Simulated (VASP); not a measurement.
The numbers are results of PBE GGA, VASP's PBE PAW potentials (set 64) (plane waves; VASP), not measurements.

VASP ran on this input.

File POSCAR:
```
Pt3Ti
1
    3.8416000000     0.0000000000     0.0000000000
    0.0000000000     3.8416000000     0.0000000000
    0.0000000000     0.0000000000     3.8416000000
Ti Pt
1 3
Direct
  0.0000000000   0.0000000000   0.0000000000
  0.0000000000   0.5000000000   0.5000000000
  0.5000000000   0.0000000000   0.5000000000
  0.5000000000   0.5000000000   0.0000000000
```

**INCAR**
```
SIGMA=0.1
LREAL=.FALSE.   ! projection in real space or not
LWAVE=.FALSE.
LASPH=.TRUE.
NELM=100   ! most electronic steps
ALGO=Normal
SYSTEM=Pt3Ti
ENCUT=300   ! plane-wave cut-off (eV)
PREC=Accurate
GGA=PE   ! PBE
LCHARG=.FALSE.
ISIF=2
LMAXMIX=6   ! l cut-off of mixed one-centre charges
EDIFF=1E-6
ISMEAR=-1
```

File KPOINTS:
```
Automatic
0
gamma
  6 6 6
```

POTCAR, in this order: Ti_sv Pt (PBE.64 set). Program: vasp_std.

The resulting files:

### OSZICAR
```
       N       E                     dE             d eps       ncg     rms          rms(c)
DAV:   1     0.288884837075E+03    0.28888E+03   -0.15240E+04  1001   0.124E+03
DAV:   2    -0.104397676570E+02   -0.29932E+03   -0.29372E+03  1111   0.362E+02
DAV:   3    -0.314958531847E+02   -0.21056E+02   -0.20468E+02  1371   0.898E+01
DAV:   4    -0.320888780610E+02   -0.59302E+00   -0.58955E+00  1285   0.152E+01
DAV:   5    -0.321071352427E+02   -0.18257E-01   -0.18247E-01  1330   0.249E+00    0.252E+01
DAV:   6    -0.304670012343E+02    0.16401E+01   -0.17876E+01  1403   0.311E+01    0.137E+01
DAV:   7    -0.301835523614E+02    0.28345E+00   -0.23146E+01  1350   0.309E+01    0.116E+01
DAV:   8    -0.293809487981E+02    0.80260E+00   -0.16747E+00  1347   0.105E+01    0.457E+00
DAV:   9    -0.293084598532E+02    0.72489E-01   -0.17691E+00  1413   0.748E+00    0.242E+00
DAV:  10    -0.292511662664E+02    0.57294E-01   -0.38072E-01  1381   0.435E+00    0.210E-01
DAV:  11    -0.292529449125E+02   -0.17786E-02   -0.11706E-02  1390   0.846E-01    0.423E-01
DAV:  12    -0.292513782892E+02    0.15666E-02   -0.77219E-03  1414   0.562E-01    0.272E-02
DAV:  13    -0.292513860504E+02   -0.77612E-05   -0.13299E-04  1146   0.796E-02    0.218E-02
DAV:  14    -0.292513823888E+02    0.36616E-05   -0.54204E-05  1458   0.497E-02    0.116E-02
DAV:  15    -0.292513817589E+02    0.62995E-06   -0.29964E-06   949   0.155E-02
   1 F= -.29251382E+02 E0= -.29221004E+02  d E =-.607550E-01
```

File OUTCAR:
```
------------------------ aborting loop because EDIFF is reached ----------------------------------------
  FORCE on cell =-STRESS in cart. coord.  units (eV):
  Direction    XX          YY          ZZ          XY          YZ          ZX
  --------------------------------------------------------------------------------------
  Total        8.0151125      8.0151125      8.0151125     -0.0000000      0.0000000      0.0000000
  in kB      226.5081204    226.5081204    226.5081204     -0.0000000      0.0000000      0.0000000
  external PRESSURE =     226.5081204 kB  Pullay stress =       0.0000000 kB
  volume of cell :       56.69
      direct lattice vectors                 reciprocal lattice vectors
     3.841600000  0.000000000  0.000000000     0.260308205  0.000000000  0.000000000
     0.000000000  3.841600000  0.000000000     0.000000000  0.260308205  0.000000000
     0.000000000  0.000000000  3.841600000     0.000000000  0.000000000  0.260308205
 POSITION                                       TOTAL-FORCE (eV/Angst)
 -----------------------------------------------------------------------------------
      0.00000      0.00000      0.00000         0.000000      0.000000      0.000000
      0.00000      1.92080      1.92080         0.000000      0.000000      0.000000
      1.92080      0.00000      1.92080         0.000000      0.000000      0.000000
      1.92080      1.92080      0.00000         0.000000      0.000000      0.000000
 -----------------------------------------------------------------------------------
    total drift:                                0.000000     -0.000000     -0.000000
  FREE ENERGIE OF THE ION-ELECTRON SYSTEM (eV)
  ---------------------------------------------------
  free  energy   TOTEN  =       -29.2513817589 eV

  energy  without entropy=      -29.1906267451  energy(sigma->0) =      -29.22100425
```
(Selected blocks of OUTCAR.)

**OUTCAR**
```
 val. band max:       12.5658790731   @ k =   0.1667   0.0000   0.0000

 cond. band min:      12.7478232266   @ k =   0.0000   0.0000   0.0000


 Fermi energy:        12.6492803569

 k-point     1 :       0.0000    0.0000    0.0000
  band No.  band energies     occupation
      1     -45.3961      2.00000
      2     -21.6644      2.00000
      3     -21.6644      2.00000
      4     -21.6644      2.00000
      5       2.0194      2.00000
      6       4.7707      2.00000
      7       5.1688      2.00000
      8       5.1688      2.00000
      9       5.4704      2.00000
     10       5.4704      2.00000
     11       5.4704      2.00000
     12       8.8164      2.00000
     13       8.8164      2.00000
     14       8.8164      2.00000
     15      10.8856      2.00000
     16      10.8856      2.00000
     17      12.1462      1.98702
     18      12.7478      0.54363
     19      12.7478      0.54363
     20      12.7478      0.54363
     21      14.1833      0.00000
     22      14.1833      0.00000
     23      14.2444      0.00000
     24      14.2444      0.00000
     25      14.2444      0.00000

 k-point     2 :       0.1667    0.0000    0.0000
  band No.  band energies     occupation
      1     -45.3953      2.00000
      2     -21.6733      2.00000
      3     -21.6657      2.00000
      4     -21.6657      2.00000
      5       2.3998      2.00000
      6       5.0144      2.00000
      7       5.3118      2.00000
      8       5.4890      2.00000
      9       5.6105      2.00000
     10       5.7153      2.00000
     11       5.7153      2.00000
     12       8.5810      2.00000
     13       8.9299      2.00000
     14       8.9299      2.00000
     15      10.5457      2.00000
     16      10.9303      2.00000
     17      11.3728      1.99999
     18      11.3728      1.99999
     19      11.7794      1.99967
     20      12.5659      1.39441
     21      12.7493      0.53793
     22      13.7774      0.00003
     23      13.7774      0.00003
...
```

At this cut-off the stress carries a Pulay error, which pulls relaxed volumes low. Unless said otherwise, spin-orbit coupling is left out, though it shifts the bands of the heavy elements here.

The structure is a typed Pt3Ti crystal (Pm-3m). The cell was not relaxed at this level, and its volume differs by -5.9 % from the start's.
